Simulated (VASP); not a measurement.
Here is the system:

```xyz
3
Lattice="3.2511 -5.6311 0.0000 3.2511 5.6311 0.0000 0.0000 0.0000 4.9908" Properties=species:S:1:pos:R:3 pbc="T T T"
Se     0.4901     0.8488     3.3272
Se     5.5221     0.0000     0.0000
Se     0.4901    -0.8488     1.6636
```

These are RPBE GGA, VASP's PBE PAW potentials (set 64) (plane waves; VASP) values and carry that method's errors. Numerical set-up: 520 eV cut-off, Gaussian smearing of 0.050 eV, potentials Se.

Without a dispersion term in the relaxation, distances and binding between the weakly bound layers, chains or molecules are unreliable, and so is what depends on them.

**Question.** What does the run give for the band gap (along the path) with the smallest direct gap where there is one?

**Answer.** 
- band gap (along the path) = 1.90 eV
- smallest direct gap (along the path) = 2.01 eV

The absolute energy has meaning only against runs of the same code, potentials and settings.

The compound is Se in the trig structure. It was relaxed first, which changed the volume by +123 %.
